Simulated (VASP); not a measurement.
Level of theory: PBE GGA with D3 dispersion (Becke-Johnson damping), VASP's PBE PAW potentials (set 64) (plane waves; VASP).

Input for VASP

POSCAR:
```
NaCl
1
    0.0000000000     2.7888908534     2.7888908534
    2.7888908534     0.0000000000     2.7888908534
    2.7888908534     2.7888908534     0.0000000000
Na Cl
1 1
Direct
  0.0000000000   0.0000000000   0.0000000000
  0.5000000000   0.5000000000   0.5000000000
```

**INCAR**
```
SYSTEM = NaCl
PREC = Accurate
ENCUT = 520
EDIFF = 1E-7
NELM = 100
ALGO = Normal
LREAL = .FALSE.
LASPH = .TRUE.
ISMEAR = -5
GGA = PE
IVDW = 12
LWAVE = .FALSE.
LCHARG = .TRUE.
LORBIT = 11
NEDOS = 601
ISIF = 2
```

### KPOINTS
```
K-points
0
Gamma
9 9 9
0 0 0
```

POTCAR, in this order: Na_pv Cl (PBE.64 set). Program: vasp_std.

Output of the run:

**OSZICAR**
```
       N       E                     dE             d eps       ncg     rms          rms(c)
DAV:   1     0.967347146611E+02    0.96735E+02   -0.73913E+03   773   0.130E+03
DAV:   2     0.159766133795E+01   -0.95137E+02   -0.90053E+02   870   0.288E+02
DAV:   3    -0.676811996445E+01   -0.83658E+01   -0.83036E+01   920   0.841E+01
DAV:   4    -0.695147311175E+01   -0.18335E+00   -0.18320E+00   875   0.134E+01
DAV:   5    -0.695556587573E+01   -0.40928E-02   -0.40924E-02   976   0.202E+00    0.216E+00
DAV:   6    -0.676947320876E+01    0.18609E+00   -0.37003E-01   892   0.418E+00    0.164E+00
DAV:   7    -0.675782152356E+01    0.11652E-01   -0.91183E-02   940   0.209E+00    0.109E+00
DAV:   8    -0.676325229496E+01   -0.54308E-02   -0.92169E-03   797   0.105E+00    0.246E-01
DAV:   9    -0.676319038889E+01    0.61906E-04   -0.19151E-04   958   0.139E-01    0.127E-01
DAV:  10    -0.676332020001E+01   -0.12981E-03   -0.27809E-04   803   0.161E-01    0.447E-02
DAV:  11    -0.676331353674E+01    0.66633E-05   -0.18330E-05   920   0.465E-02    0.705E-03
DAV:  12    -0.676331401034E+01   -0.47360E-06   -0.13141E-06   815   0.136E-02    0.118E-03
DAV:  13    -0.676331439439E+01   -0.38405E-06   -0.23077E-07   821   0.377E-03    0.256E-03
DAV:  14    -0.676331422881E+01    0.16558E-06   -0.43787E-08   523   0.138E-03    0.276E-04
DAV:  15    -0.676331422979E+01   -0.98203E-09   -0.22397E-09   430   0.561E-04
   1 F= -.72074562E+01 E0= -.72074562E+01  d E =0.000000E+00
```

**OUTCAR**
```
------------------------ aborting loop because EDIFF is reached ----------------------------------------
 Edisp (eV)   -0.44414
  FORCE on cell =-STRESS in cart. coord.  units (eV):
  Direction    XX          YY          ZZ          XY          YZ          ZX
  --------------------------------------------------------------------------------------
  Total      -0.00539    -0.00539    -0.00539     0.00000     0.00000     0.00000
  in kB      -0.19913    -0.19913    -0.19913     0.00000     0.00000     0.00000
  external pressure =       -0.20 kB  Pullay stress =        0.00 kB
  volume of cell :       43.38
      direct lattice vectors                 reciprocal lattice vectors
     0.000000000  2.788890853  2.788890853    -0.179282742  0.179282742  0.179282742
     2.788890853  0.000000000  2.788890853     0.179282742 -0.179282742  0.179282742
     2.788890853  2.788890853  0.000000000     0.179282742  0.179282742 -0.179282742
  FREE ENERGIE OF THE ION-ELECTRON SYSTEM (eV)
  ---------------------------------------------------
  free  energy   TOTEN  =        -7.2074561574 eV

  energy  without entropy=       -7.2074561574  energy(sigma->0) =       -7.20745616

 total charge

# of ion       s       p       d       tot
------------------------------------------
    1        0.045   5.982   0.000   6.027
    2        1.588   3.593   0.000   5.181
--------------------------------------------------
tot          1.633   9.574   0.000  11.207
```
(Selected blocks of OUTCAR.)

The compound is NaCl in the rock salt structure. It was relaxed first.
